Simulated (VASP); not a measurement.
# BiRu: structure and properties in VASP, part 2 of 4

Aim: relax BiRu, then compute properties on the relaxed cell. The cell is invented: it takes the structure of COD entry 1538201, LuPd (space group 221 there), with all of its atoms replaced by other elements, volume scaled by an estimate. It may not be a known or stable phase.

VASP 6.6.1; PBE with D3; plane waves and PAW (Bi_d, Ru_pv); invented cell.

Still holding for the runs below: This run has no spin polarisation. Its electron count is odd, so without a moment it is a metal by construction. The k-mesh is coarse for a metal.

So far. Step 2 (Rough relaxation of the start cell): It ends with forces that vanish by symmetry and a pressure of -0.16 GPa. The relaxed cell has a = 3.351 Å (conventional setting).

The structure was built from a prototype and need not be the compound's stable phase.

**3. Full relaxation (PBE + D3)**

Properties are meant for the cell that this level of theory prefers, so cell and atoms are relaxed first (ISIF = 3) until forces and stress are small; EDIFFG sets the threshold.

Contents of INCAR:

```
SYSTEM = BiRu
PREC = Accurate
ENCUT = 400
EDIFF = 1E-06
NELM = 100
ISMEAR = 0
SIGMA = 0.05
LREAL = .FALSE.
ALGO = Normal
GGA = PE
IVDW = 11
NBANDS = 20
LORBIT = 11
LWAVE = .FALSE.
LCHARG = .FALSE.
IBRION = 2
NSW = 60
ISIF = 3
EDIFFG = -0.01
```

Contents of POSCAR:

```
BiRu
1.0
    3.3512184691      0.0000000000      0.0000000000
    0.0000000000      3.3512184691      0.0000000000
    0.0000000000      0.0000000000      3.3512184691
Bi Ru
1 1
Direct
    0.0000000000      0.0000000000      0.0000000000
    0.5000000000      0.5000000000      0.5000000000
```

Contents of KPOINTS:

```
Automatic mesh
0
Gamma
8 8 8
0 0 0
```

PAW data sets: Bi_d and Ru_pv (PBE family, release 64).

Run with:

```bash
mpirun -np 1 vasp_std
```

The program printed:

```text
[... set-up lines as in an earlier step ...]
 entering main loop
       N       E                     dE             d eps       ncg     rms          rms(c)
DAV:   1     0.268637674692E+03    0.26864E+03   -0.14026E+04  1464   0.152E+03
DAV:   2     0.255676408698E+01   -0.26608E+03   -0.25856E+03  1436   0.443E+02
DAV:   3    -0.118223929049E+02   -0.14379E+02   -0.14096E+02  1584   0.111E+02
DAV:   4    -0.121956719477E+02   -0.37328E+00   -0.37259E+00  1612   0.181E+01
DAV:   5    -0.122119843362E+02   -0.16312E-01   -0.16311E-01  1904   0.372E+00    0.678E+00
DAV:   6    -0.120797417374E+02    0.13224E+00   -0.96607E-01  1500   0.776E+00    0.272E+00
DAV:   7    -0.120341621667E+02    0.45580E-01   -0.28684E-01  1692   0.419E+00    0.225E+00
DAV:   8    -0.120195658884E+02    0.14596E-01   -0.68781E-02  1556   0.251E+00    0.249E-01
DAV:   9    -0.120188679975E+02    0.69789E-03   -0.30561E-03  1716   0.735E-01    0.336E-02
DAV:  10    -0.120188722892E+02   -0.42917E-05   -0.57505E-05  1800   0.662E-02    0.205E-02
DAV:  11    -0.120188742433E+02   -0.19541E-05   -0.54669E-06  1700   0.263E-02    0.286E-03
DAV:  12    -0.120188741783E+02    0.64978E-07   -0.19600E-07   856   0.531E-03
   1 F= -.12907985E+02 E0= -.12904969E+02  d E =-.129080E+02
 curvature:   0.00 expect dE= 0.000E+00 dE for cont linesearch  0.000E+00
 trial: gam= 0.00000 g(F)=  0.000E+00 g(S)=  0.503E-02 ort = 0.000E+00 (trialstep = 0.100E+01)
 search vector abs. value=  0.503E-02
 bond charge predicted
       N       E                     dE             d eps       ncg     rms          rms(c)
DAV:   1    -0.122357481742E+02   -0.21687E+00   -0.36617E+00  1608   0.267E+01    0.315E+00
DAV:   2    -0.121058403320E+02    0.12991E+00   -0.15880E+00  1452   0.981E+00    0.162E+00
DAV:   3    -0.120412540727E+02    0.64586E-01   -0.25769E-01  1624   0.429E+00    0.455E-01
DAV:   4    -0.120370898726E+02    0.41642E-02   -0.27972E-02  1820   0.213E+00    0.105E-01
DAV:   5    -0.120371532692E+02   -0.63397E-04   -0.71703E-04  1528   0.283E-01    0.652E-02
DAV:   6    -0.120371609566E+02   -0.76874E-05   -0.26241E-04  1664   0.114E-01    0.970E-03
DAV:   7    -0.120371624275E+02   -0.14709E-05   -0.21451E-05  1708   0.415E-02    0.929E-03
DAV:   8    -0.120371612560E+02    0.11715E-05   -0.56491E-06  1280   0.163E-02    0.149E-03
DAV:   9    -0.120371611833E+02    0.72639E-07   -0.26730E-07   768   0.414E-03
   2 F= -.12906626E+02 E0= -.12903582E+02  d E =0.135885E-02
 trial-energy change:    0.001359  1 .order    0.001337   -0.005026    0.007700
 step:   0.3925(harm=  0.3949)  dis= 0.00000  next Energy=   -12.908970 (dE=-0.985E-03)
 bond charge predicted
       N       E                     dE             d eps       ncg     rms          rms(c)
DAV:   1    -0.120995718226E+02   -0.62411E-01   -0.13221E+00  1600   0.157E+01    0.197E+00
DAV:   2    -0.120518488714E+02    0.47723E-01   -0.52679E-01  1452   0.584E+00    0.100E+00
DAV:   3    -0.120293167781E+02    0.22532E-01   -0.10018E-01  1632   0.264E+00    0.280E-01
DAV:   4    -0.120276191685E+02    0.16976E-02   -0.11348E-02  1820   0.132E+00    0.971E-02
DAV:   5    -0.120276278919E+02   -0.87234E-05   -0.36556E-04  1456   0.170E-01    0.319E-02
DAV:   6    -0.120276582070E+02   -0.30315E-04   -0.50787E-05  1636   0.496E-02    0.538E-03
DAV:   7    -0.120276579995E+02    0.20748E-06   -0.44264E-06  1728   0.209E-02
   3 F= -.12908988E+02 E0= -.12905970E+02  d E =-.100267E-02
 curvature:  -0.20 expect dE=-0.513E-07 dE for cont linesearch -0.513E-07
 trial: gam= 0.00000 g(F)=  0.704E-64 g(S)=  0.260E-06 ort =-0.361E-04 (trialstep = 0.878E+00)
 search vector abs. value=  0.260E-06
 reached required accuracy - stopping structural energy minimisation
```

Wall time 46 s (1 MPI rank of AMD EPYC 7R43, shared host); peak memory 0.12 GiB.

Parts of OUTCAR (step 3):

```text
  LATTYP: Found a simple cubic cell.
 ALAT       =     3.3512184691

The static configuration has the point symmetry O_h .

 Found     35 irreducible k-points:

   k-points           NKPTS =     35   k-points in BZ     NKDIM =     35   number of bands    NBANDS=     20

   dimension x,y,z NGX =    24 NGY =   24 NGZ =   24
   dimension x,y,z NGXF=    48 NGYF=   48 NGZF=   48

   ENCUT  =  400.0 eV  29.40 Ry    5.42 a.u.   5.46  5.46  5.46*2*pi/ulx,y,z

   NELECT =      29.0000    total number of electrons

 Edisp (eV)   -0.86947

 E-fermi :  11.6604

 k-point     1 :       0.0000    0.0000    0.0000
  band No.  band energies     occupation
    ...
     10       8.5990      2.00000
     11       8.5990      2.00000
     12      10.8391      2.00000
     13      10.8391      2.00000
     14      10.8391      2.00000
     15      12.8212      0.00000
     16      12.8212      0.00000
     17      12.8212      0.00000
     18      15.9715      0.00000
     19      21.1031      0.00000
    ...

 k-point     2 :       0.1250    0.0000    0.0000
  band No.  band energies     occupation
    ...
     11       8.6225      2.00000
     12      10.3412      2.00000
     13      10.3412      2.00000
     14      10.8284      2.00000
     15      11.6280      1.63999
     16      13.5779      0.00000
     17      13.5779      0.00000
     18      17.1273      0.00000
     19      20.7661      0.00000
     20      21.8798      0.00000

 Edisp (eV)   -0.88133

  Total      -0.00190    -0.00190    -0.00190    -0.00000     0.00000    -0.00000
  in kB      -0.08008    -0.08008    -0.08008    -0.00000     0.00000    -0.00000
  external pressure =       -0.08 kB  Pullay stress =        0.00 kB

  energy-cutoff  :      400.00
  volume of cell :       37.92
      direct lattice vectors                 reciprocal lattice vectors
     3.359579717  0.000000000 -0.000000000     0.297656280 -0.000000000 -0.000000000
     0.000000000  3.359579717 -0.000000000    -0.000000000  0.297656280 -0.000000000
     0.000000000  0.000000000  3.359579717     0.000000000  0.000000000  0.297656280

 POSITION                                       TOTAL-FORCE (eV/Angst)
 -----------------------------------------------------------------------------------
      0.00000      0.00000      0.00000        -0.000000     -0.000000      0.000000
      1.67979      1.67979      1.67979         0.000000      0.000000      0.000000
 -----------------------------------------------------------------------------------
    total drift:                                0.000000      0.000000     -0.000000

  FREE ENERGIE OF THE ION-ELECTRON SYSTEM (eV)
  ---------------------------------------------------
  free  energy   TOTEN  =       -12.9089880059 eV

  energy  without entropy=      -12.9029523974  energy(sigma->0) =      -12.90597020

 total charge
# of ion       s       p       d       tot
------------------------------------------
    1        1.490   1.410  10.004  12.904
    2        0.247   6.142   6.187  12.576
--------------------------------------------------
tot          1.738   7.552  16.191  25.480

[... 2 parts as in an earlier step ...]

[... 7 further parts left out ...]
```

CONTCAR:

```
BiRu
   1.00000000000000
     3.3595797167095558    0.0000000000000000   -0.0000000000000000
     0.0000000000000000    3.3595797167095558   -0.0000000000000000
     0.0000000000000000    0.0000000000000000    3.3595797167095558
  Bi              Ru
     1     1
Direct
     0.0000000000000000    0.0000000000000000    0.0000000000000000
     0.5000000000000000    0.5000000000000000    0.5000000000000000
```

The steps of the relaxation:

| step | energy less that of the first step (eV) | largest force (eV/Å) | pressure (GPa) | volume (Å³) |
| --- | --- | --- | --- | --- |
| 1 | 0.0000 | 0.0000 | 1.12 | 37.64 |
| 2 | 0.0014 | 0.0000 | -1.69 | 38.36 |
| 3 | -0.0010 | 0.0000 | -0.01 | 37.92 |

| conventional cell, symmetrised | before | after | change |
| --- | --- | --- | --- |
| a (Å) | 3.351 | 3.360 | +0.2 % |
| b (Å) | 3.351 | 3.360 | +0.2 % |
| c (Å) | 3.351 | 3.360 | +0.2 % |
| volume (Å³/atom) | 18.82 | 18.96 | +0.8 % |

The relaxed structure:

```xyz
2
Lattice="3.3596 0.0000 0.0000 0.0000 3.3596 0.0000 0.0000 0.0000 3.3596" Properties=species:S:1:pos:R:3 pbc="T T T"
Bi    0.0000    0.0000    0.0000
Ru    1.6798    1.6798    1.6798
```

Numbers from this step:

```yaml
irreducible_k_points: 35
fermi_energy: 11.66 eV
pressure: -0.008008 GPa
scf_cycles_over_all_ionic_steps: 28
```

It ends with forces that vanish by symmetry and a pressure of -0.01 GPa.

**4. Density, ELF and potential (PBE + D3)**

A single point on the relaxed cell gives a clean self-consistent state, with density, ELF and potential written out.

INCAR, as its differences from that of step 3:

```diff
@@ -14,6 +14,5 @@
 LWAVE = .FALSE.
-LCHARG = .FALSE.
-IBRION = 2
-NSW = 60
-ISIF = 3
-EDIFFG = -0.01
+LCHARG = .TRUE.
+ISIF = 2
+LELF = .TRUE.
+LVHAR = .TRUE.
```

Contents of POSCAR:

```
BiRu
1.0
    3.3595797167      0.0000000000      0.0000000000
    0.0000000000      3.3595797167      0.0000000000
    0.0000000000      0.0000000000      3.3595797167
Bi Ru
1 1
Direct
    0.0000000000      0.0000000000      0.0000000000
    0.5000000000      0.5000000000      0.5000000000
```

KPOINTS is that of step 3.

Run with:

```bash
mpirun -np 1 vasp_std
```

The program printed:

```text
[... set-up lines as in an earlier step ...]
 entering main loop
       N       E                     dE             d eps       ncg     rms          rms(c)
DAV:   1     0.266753603021E+03    0.26675E+03   -0.14210E+04  1432   0.152E+03
DAV:   2     0.170878706841E+01   -0.26504E+03   -0.25839E+03  1456   0.437E+02
DAV:   3    -0.118569304306E+02   -0.13566E+02   -0.13317E+02  1616   0.109E+02
DAV:   4    -0.122062690455E+02   -0.34934E+00   -0.34896E+00  1612   0.176E+01
DAV:   5    -0.122213427916E+02   -0.15074E-01   -0.15072E-01  1956   0.346E+00    0.664E+00
DAV:   6    -0.120897326865E+02    0.13161E+00   -0.98146E-01  1520   0.778E+00    0.265E+00
DAV:   7    -0.120431515136E+02    0.46581E-01   -0.28639E-01  1688   0.416E+00    0.219E+00
DAV:   8    -0.120289763506E+02    0.14175E-01   -0.67344E-02  1564   0.249E+00    0.245E-01
DAV:   9    -0.120282889563E+02    0.68739E-03   -0.29391E-03  1704   0.725E-01    0.325E-02
DAV:  10    -0.120282950858E+02   -0.61295E-05   -0.51048E-05  1784   0.636E-02    0.199E-02
DAV:  11    -0.120282972515E+02   -0.21657E-05   -0.51230E-06  1648   0.252E-02    0.273E-03
DAV:  12    -0.120282972559E+02   -0.43983E-08   -0.33119E-07   872   0.749E-03
   1 F= -.12909627E+02 E0= -.12906608E+02  d E =-.603808E-02
```

Run time: 16 s. Hardware: 1 MPI rank; peak memory 0.12 GiB.

From OUTCAR (step 4):

```text
  LATTYP: Found a simple cubic cell.
 ALAT       =     3.3595797167

The static configuration has the point symmetry O_h .

 Found     35 irreducible k-points:

   ENCUT  =  400.0 eV  29.40 Ry    5.42 a.u.   5.48  5.48  5.48*2*pi/ulx,y,z

   NELECT =      29.0000    total number of electrons

 E-fermi :  11.6601

 k-point     1 :       0.0000    0.0000    0.0000
  band No.  band energies     occupation
    ...
     10       8.5986      2.00000
     11       8.5986      2.00000
     12      10.8386      2.00000
     13      10.8386      2.00000
     14      10.8386      2.00000
     15      12.8213      0.00000
     16      12.8213      0.00000
     17      12.8213      0.00000
     18      15.9716      0.00000
     19      21.1027      0.00000
    ...

 k-point     2 :       0.1250    0.0000    0.0000
  band No.  band energies     occupation
    ...
     11       8.6222      2.00000
     12      10.3409      2.00000
     13      10.3409      2.00000
     14      10.8280      2.00000
     15      11.6281      1.63478
     16      13.5779      0.00000
     17      13.5779      0.00000
     18      17.1274      0.00000
     19      20.7661      0.00000
     20      21.8798      0.00000

 Edisp (eV)   -0.88133

  Total      -0.00218    -0.00218    -0.00218     0.00000     0.00000    -0.00000
  in kB      -0.09205    -0.09205    -0.09205     0.00000     0.00000    -0.00000
  external pressure =       -0.09 kB  Pullay stress =        0.00 kB

  energy-cutoff  :      400.00
  volume of cell :       37.92
      direct lattice vectors                 reciprocal lattice vectors
     3.359579717  0.000000000  0.000000000     0.297656280  0.000000000  0.000000000
     0.000000000  3.359579717  0.000000000     0.000000000  0.297656280  0.000000000
     0.000000000  0.000000000  3.359579717     0.000000000  0.000000000  0.297656280

 POSITION                                       TOTAL-FORCE (eV/Angst)
 -----------------------------------------------------------------------------------
      0.00000      0.00000      0.00000         0.000000      0.000000      0.000000
      1.67979      1.67979      1.67979         0.000000      0.000000      0.000000
 -----------------------------------------------------------------------------------
    total drift:                                0.000000      0.000000     -0.000000

  FREE ENERGIE OF THE ION-ELECTRON SYSTEM (eV)
  ---------------------------------------------------
  free  energy   TOTEN  =       -12.9096272624 eV

  energy  without entropy=      -12.9035891806  energy(sigma->0) =      -12.90660822

 total charge
# of ion       s       p       d       tot
------------------------------------------
    1        1.490   1.409  10.004  12.904
    2        0.247   6.142   6.187  12.576
--------------------------------------------------
tot          1.737   7.552  16.191  25.480

[... 4 parts as in an earlier step ...]

[... 6 further parts left out ...]
```

This step gave:

```yaml
scf_cycles: 12
pressure: -0.009205 GPa
```

Valence electrons inside each PAW sphere by angular momentum. Sphere charges, by row:

| atom | s (e) | p (e) | d (e) | tot (e) |
| --- | --- | --- | --- | --- |
| Bi1 | 1.49 | 1.409 | 10 | 12.9 |
| Ru2 | 0.247 | 6.142 | 6.187 | 12.58 |

Valence density in the ac plane at fractional y = 0.000, with atoms of Bi within 0.2 Å of it. It is the smooth field of the valence electrons, not physical close to the nuclei.

Ten even steps from '_' (0 e/Å³) to '@' (11 e/Å³):
```
%%##++::..________________..::++##
**++--::____________________::--++
--::::..____________________..::::
....____________________________..
__________________________________
__________________________________
__________________________________
__________________________________
__________________________________
__________________________________
__________________________________
__________________________________
....____________________________..
--::::..____________________..::::
**++--::____________________::--++
%%##++::..________________..::++##
@@%%**--..________________..--**%%
```
Columns run along a (3.4 Å), rows up along c (3.4 Å). Atoms in or near the plane, at fractional coordinates: Bi at (0.00, 0.00).

ELF in the ac plane at fractional y = 0.000, with atoms of Bi within 0.2 Å of it. It is the smooth field of the valence electrons, not physical close to the nuclei.

Ten even steps from '_' (0.17) to '@' (0.78):
```
::____--++++::..____..::++++--____
____::==**==::..____..::==**==::__
::--==**++--::..____..::--++**==--
++++**++==::::........::::==++**++
++++==--::::::........::::::--==++
::::::::::::::........::::::::::::
..................................
________........::::........______
________........::::........______
..................................
::::::::::::::........::::::::::::
++++==--::::::........::::::--==++
++++**++==::::........::::==++**++
::--==**++--::..____..::--++**==--
____::==**==::..____..::==**==::__
::____--++++::..____..::++++--____
@@::__::++++::..____..::++++::__::
```
Columns run along a (3.4 Å), rows up along c (3.4 Å). Atoms in or near the plane, at fractional coordinates: Bi at (0.00, 0.00).

Electrostatic potential energy in the ac plane at fractional y = 0.000, with atoms of Bi within 0.2 Å of it. With pseudopotentials it is smooth inside the atoms' cores, unlike the true potential.

Values in eV, 14 rows by 14 columns, each cell a mean:
```
-100  -96  -80  -52  -21   -4   -1    0   -2   -6  -26  -57  -84  -98
 -90  -82  -63  -38  -13   -3   -1    0   -1   -4  -17  -42  -67  -84
 -62  -55  -39  -20   -6   -2    0    1    0   -2   -8  -23  -42  -57
 -29  -25  -15   -7   -2    0    1    1    1    0   -3   -8  -17  -26
  -7   -6   -4   -2    0    1    2    2    1    1    0   -2   -4   -6
  -2   -2   -1    0    1    2    2    2    2    1    1    0   -1   -2
  -1    0    0    1    1    2    2    2    2    2    1    1    0    0
  -2   -1   -1    1    1    2    2    2    2    2    1    0   -1   -1
  -5   -4   -3   -1    0    1    2    2    2    1    0   -2   -3   -4
 -24  -19  -12   -5   -2    0    1    1    1    0   -2   -6  -13  -21
 -57  -50  -35  -17   -5   -1    1    1    0   -2   -7  -20  -38  -52
 -86  -78  -60  -35  -12   -3   -1    0   -1   -4  -15  -39  -63  -80
 -99  -95  -78  -50  -19   -4   -1    0   -2   -6  -25  -55  -82  -96
-100  -99  -86  -57  -24   -5   -2   -1   -2   -7  -29  -62  -90 -100
```
Columns run along a (3.4 Å; values clipped at the 3rd and 97th percentile), rows up along c (3.4 Å). Atoms in or near the plane, at fractional coordinates: Bi at (0.00, 0.00).

In this run the pressure is -0.01 GPa, small enough to go on; single stress components reach 0.01 GPa.

(Part 2 of 4 ends here.)

[Lines on the potential files, build, host, timing and source positions are cut from VASP's logs without a mark.]

[Logs are printed without paths, hosts, clocks, repeated set-up lines and the standing remarks that a program may print on its own settings, such as how far it seeks lower states.]

[Hosts, paths, dates, database ids (printed as entryN), source tags and the programs' standing remarks are cut or masked in the printed files.]

[A measured line is paired with the nearest computed mode of its activity, which favours agreement.]

[In band tables of VASP the shares of atoms and orbitals are scaled to a sum of 1 inside the atoms' spheres.]
